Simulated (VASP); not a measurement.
Here is a VASP 6.6.1 calculation.

File INCAR:

```
SYSTEM = Cs2RuC2NCl3O5
PREC = Accurate
ENCUT = 520
EDIFF = 1E-6
ISMEAR = -1
SIGMA = 0.05
LREAL = Auto
LASPH = .True.
NELM = 60
ALGO = Fast
ISIF = 2
LWAVE = .False.
LCHARG = .False.
GGA = CA
NBANDS = 116
```

KPOINTS

```
regular mesh
0
Gamma
  2 1 1
  0 0 0
```

File POSCAR:

```
Cs2RuC2NCl3O5
1.0
    6.9866940000      0.0000000000      0.0000000000
    2.8172410000      6.8903710000      0.0000000000
    2.2474760000     -0.3158860000     12.8049140000
Cs Ru C N Cl O
4 2 4 2 6 10
Direct
    0.3533594641      0.8281018259      0.0722691304
    0.6829553179      0.1381186825      0.9059881230
    0.5657677759      0.6886230493      0.6577318676
    0.4460546259      0.3282399350      0.3516931078
    0.1837710104      0.2785787126      0.7126326659
    0.7936730463      0.7114340126      0.2910679447
    0.9049491015      0.5464956397      0.8596699673
    0.0678757485      0.4320453908      0.1302781104
    0.0962903942      0.5277003472      0.8913062595
    0.8570639861      0.4337925140      0.1300828729
    0.1454092210      0.1261342315      0.6268452877
    0.8796308737      0.8354786095      0.3787998889
    0.2108007236      0.0259143089      0.8457456255
    0.7688339323      0.9602940810      0.1829219626
    0.5491973967      0.1683119409      0.6734445854
    0.4575236633      0.8942143283      0.3838994936
    0.1376795027      0.5215459137      0.5883288244
    0.8234451597      0.4443202678      0.4097411353
    0.1163338754      0.0213453758      0.5688050697
    0.8894350546      0.9616324964      0.4302332683
    0.9112633464      0.4518158767      0.7761629637
    0.0787152036      0.5438328527      0.2029533349
    0.2458253012      0.4169883844      0.8161319943
    0.7130127909      0.5667172091      0.1978303017
    0.1366864361      0.6272774616      0.9483624802
    0.8006338481      0.3360580104      0.0774468302
    0.7290621558      0.6597393508      0.9036452724
    0.2171706305      0.3494708472      0.0569312687
```

Potentials or basis: VASP PAW LDA potentials, release 64 (Cs_sv, Ru_pv, C, N, Cl, O).

Command:

```sh
$ cat potpaw_LDA.64/Cs_sv/POTCAR potpaw_LDA.64/Ru_pv/POTCAR potpaw_LDA.64/C/POTCAR potpaw_LDA.64/N/POTCAR potpaw_LDA.64/Cl/POTCAR potpaw_LDA.64/O/POTCAR > POTCAR
$ mpirun -np 1 vasp_std > vasp.out
```

Problem. Estimate the largest force.

Solution. 5.207 eV/Å.

Problem. Predict the pressure.

Solution. -1.6 GPa.

Problem. Estimate the band gap on the k mesh.

Solution. 1.02 eV, direct.

Stress tensor (GPa, compression positive):
```
-0.74 -1.23 -1.25
-1.23 -1.48 -1.38
-1.25 -1.38 -2.71
```

Caveat: the k mesh is coarse (spacing up to 0.91 Å⁻¹), so the values aren't converged; the standard files for N, O and F lose accuracy on very short bonds; spin-orbit coupling is left out, which moves the levels of the heavy elements; an odd mesh through Γ misses points on the zone boundary, where band edges often lie; forces of over 1 eV/Å show positions far from the minimum, so gaps and moduli don't describe the material at rest.
